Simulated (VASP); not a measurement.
Given:

```
CELL_PARAMETERS angstrom
      0.00000     3.48590     3.48590
      3.48590     0.00000     3.48590
      3.48590     3.48590     0.00000
ATOMIC_POSITIONS crystal
  Sr 0.00000 0.00000 0.00000
  Cl 0.25000 0.25000 0.25000
  Cl 0.75000 0.75000 0.75000
```

Method: optB88-vdW, VASP's PBE PAW potentials (set 64) (plane waves; VASP 6.6.1). Settings: 520 eV cut-off, Gaussian smearing of 0.050 eV, potentials Sr_sv Cl.

Give the energies of bands 7 to 15 at the high-symmetry points, in eV from the valence-band maximum.

| band | Γ | X | U | L | W |
|---|---|---|---|---|---|
| 7 | -2.12 | -2.77 | -2.57 | -1.57 | -2.47 |
| 8 | -2.12 | -1.88 | -1.92 | -1.57 | -2.25 |
| 9 | -2.12 | -1.88 | -1.72 | -1.50 | -1.22 |
| 10 | -0.34 | -0.40 | -0.72 | -1.34 | -1.22 |
| 11 | -0.34 | -0.40 | -0.54 | -1.05 | -0.32 |
| 12 | -0.34 | 0.00 | -0.11 | -1.05 | -0.10 |
| 13 | 5.18 | 5.38 | 5.83 | 6.65 | 6.09 |
| 14 | 6.07 | 7.05 | 7.13 | 6.65 | 6.95 |
| 15 | 6.07 | 7.55 | 7.26 | 7.51 | 7.22 |

The gap is indirect, 5.18 eV, from the valence maximum at X to the conduction minimum at Γ.

Measured: gap 7.50 eV (computed value off by -2.32 eV), as given by Andrés Aguado et al., Journal of the Physical Society of Japan (1999), arXiv:cond-mat/9901145.

The compound is SrCl2 in the fluorite structure. It was relaxed first.
